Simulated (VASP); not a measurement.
An input for Quantum ESPRESSO's pw.x (written as the equivalent of a VASP run, and not itself run):

```
&CONTROL
  calculation = 'scf'
  pseudo_dir = './pseudo'
  outdir = './out'
  tprnfor = .true.
  tstress = .true.
/
&SYSTEM
  ibrav = 0
  nat = 2
  ntyp = 2
  ecutwfc = 84
  occupations = 'smearing'
  smearing = 'methfessel-paxton'
  degauss = 0.00735
  input_dft = 'pbe'
/
&ELECTRONS
  conv_thr = 7.3e-08
  electron_maxstep = 100
/
ATOMIC_SPECIES
  B 10.810 B.upf
  Ru 101.070 Ru.upf
CELL_PARAMETERS angstrom
     0.0000000    2.2765130    2.2765130
     2.2765130    0.0000000    2.2765130
     2.2765130    2.2765130    0.0000000
ATOMIC_POSITIONS crystal
  B    0.0000000  0.0000000  0.0000000
  Ru   0.5000000  0.5000000  0.5000000
K_POINTS automatic
  12 12 12 0 0 0
```

### Question
Write the VASP files for the same calculation (PBE).

### Answer
Several could match; the one computed here: 
INCAR:
```
# general
SYSTEM =BRu
PREC   =Accurate
ENCUT  =520
LREAL  =F
LASPH  =T

# electronic loop
EDIFF  =1E-6
NELM   =100
ALGO   =Normal
LMAXMIX=4

# smearing
ISMEAR =1
SIGMA  =0.1

# functional
GGA    =PE

# ions
ISIF   =2

# output
LWAVE  =F
LCHARG =F
```

**POSCAR**
```
BRu
1
    0.0000000000     2.2765130000     2.2765130000
    2.2765130000     0.0000000000     2.2765130000
    2.2765130000     2.2765130000     0.0000000000
B Ru
1 1
Direct
  0.0000000000   0.0000000000   0.0000000000
  0.5000000000   0.5000000000   0.5000000000
```

**KPOINTS**
```
kpoints
0
Gamma
 12 12 12
0 0 0
```

POTCAR, in this order: B Ru_pv (PBE.64 set). Program: vasp_std.

What does not carry over: the potentials are each code's own (VASP's PAW set, PseudoDojo norm-conserving files in pw.x), so ENCUT and ecutwfc are chosen apart and not converted; conv_thr bounds pw.x's estimated SCF error, while EDIFF bounds the energy change between steps.

The structure was generated: BRu was put into the rocksalt type (Fm-3m), which need not be its known phase. The cell was not relaxed at this level.
